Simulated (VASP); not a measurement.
Input of a VASP 6.6.1 run:

The input INCAR:

```
SYSTEM = Nb2B
  ALGO = Normal
  EDIFF = 1E-7
  EDIFFG = -0.01
  ENCUT = 600
  GGA = PE
  IBRION = 2
  ISIF = 3
  ISMEAR = -1
  LASPH = .True.
  LCHARG = .False.
  LREAL = .False.
  LWAVE = .False.
  NELM = 60
  NSW = 40
  PREC = Accurate
  PSTRESS = 20
  SIGMA = 0.05
```

The input KPOINTS:

```
k-points
0
Gamma
  7 7 10
  0 0 0
```

File POSCAR:

```
Nb2B
1.0
    4.4076000000      0.0000000000      0.0000000000
   -2.2038000000      3.8171000000      0.0000000000
    0.0000000000      0.0000000000      2.6685500000
Nb B
2 1
Direct
    0.3333300000      0.6666700000      0.5000000000
    0.6666700000      0.3333300000      0.5000000000
    0.0000000000      0.0000000000      0.0000000000
```

Potentials or basis: VASP PAW PBE potentials, release 64 (Nb_sv, B).

The run is started by

```console
$ cat potpaw_PBE.64/Nb_sv/POTCAR potpaw_PBE.64/B/POTCAR > POTCAR
$ mpirun -np 1 vasp_std > vasp.out
```

Predict the relaxed volume.

14.78 Å³/atom.

What does it give for the band gap on the k mesh?

None (metal or under the smearing width).

Predict the space group after relaxing (to 0.05 Å).

P6/mmm (No. 191).

Step by step:
| step | energy change (eV) | largest force (eV/Å) | pressure (GPa) | volume (Å³) |
| --- | --- | --- | --- | --- |
| 1 | 0.0000 | 0.0005 | -0.11 | 44.90 |
| 2 | 0.0181 | 0.0005 | 4.83 | 43.63 |
| 3 | 0.0032 | 0.0001 | 2.01 | 44.33 |
| 4 | 0.0033 | 0.0000 | 2.05 | 44.32 |
| 5 | 0.0030 | 0.0001 | 1.95 | 44.34 |

Caveat: the cell is relaxed towards a set pressure, so the enthalpy falls and the energy may rise.
